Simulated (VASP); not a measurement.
```yaml
crystal:
  lattice:
    - [1.23000, -2.13042, 0.00000]
    - [1.23000, 2.13042, 0.00000]
    - [0.00000, 0.00000, 6.71000]
  atoms:
    - { symbol: C, position: [0.00000, 0.00000, 0.25000] }
    - { symbol: C, position: [0.00000, 0.00000, 0.75000] }
    - { symbol: C, position: [0.33333, 0.66667, 0.25000] }
    - { symbol: C, position: [0.66667, 0.33333, 0.75000] }
```

Calculation: AM05 GGA, VASP's PBE PAW potentials (set 64) (plane waves; VASP). Run with 520 eV cut-off, 13×13×4 Γ-centred mesh, first-order Methfessel-Paxton smearing of 0.10 eV, potentials C.

Q: Give the stress tensor in GPa (positive for a compressed cell).

A: 
```
0.13  0.00  0.00
0.00  0.13  0.00
0.00  0.00  2.80
```
The pressure is its mean diagonal, 1.02 GPa.

The compound is C in the graphite structure. The cell was not relaxed at this level. The run is one of a series of settings (GGA = AM against the base run), some of them coarse on purpose.
